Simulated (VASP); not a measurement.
VASP input:

### KPOINTS
```
Automatic mesh
0
Gamma
8 8 8
0 0 0
```

**POSCAR**
```
Si
1
    0.0000000000     2.7416544483     2.7416544483
    2.7416544483     0.0000000000     2.7416544483
    2.7416544483     2.7416544483     0.0000000000
Si
2
Direct
  0.0000000000   0.0000000000   0.0000000000
  0.2500000000   0.2500000000   0.2500000000
```

**INCAR**
```
SYSTEM=Si
PREC=Accurate; ENCUT=520; LREAL=F
LASPH=T
EDIFF=1E-7; NELM=100; ALGO=Normal
ISMEAR=0; SIGMA=0.05
GGA=ML; LUSE_VDW=T; AGGAC=0.0
ZAB_VDW=-1.8867
ISIF=2
LWAVE=F; LCHARG=F
```

POTCAR, in this order: Si (PBE.64 set). Program: vasp_std.

Problem. Write an equivalent input for Quantum ESPRESSO's pw.x.

Solution. One equivalent input (not run):
```
&CONTROL
  calculation = 'scf'
  pseudo_dir = './pseudo'
  outdir = './out'
  tprnfor = .true.
  tstress = .true.
/
&SYSTEM
  ibrav = 0
  nat = 2
  ntyp = 1
  ecutwfc = 36
  occupations = 'smearing'
  smearing = 'gaussian'
  degauss = 0.003675
  input_dft = 'vdw-df2'
/
&ELECTRONS
  conv_thr = 7.3e-09
  electron_maxstep = 100
/
ATOMIC_SPECIES
  Si 28.085 Si.upf
CELL_PARAMETERS angstrom
     0.0000000    2.7416544    2.7416544
     2.7416544    0.0000000    2.7416544
     2.7416544    2.7416544    0.0000000
ATOMIC_POSITIONS crystal
  Si   0.0000000  0.0000000  0.0000000
  Si   0.2500000  0.2500000  0.2500000
K_POINTS automatic
  8 8 8 0 0 0
```
The two are equivalent in intent, not identical: the potentials are each code's own (VASP's PAW set, PseudoDojo norm-conserving files in pw.x), so ENCUT and ecutwfc are chosen apart and not converted; conv_thr bounds pw.x's estimated SCF error, while EDIFF bounds the energy change between steps.

The compound is Si in the diamond structure. This cell is one point of a volume scan, at 0.97 of the reference volume.
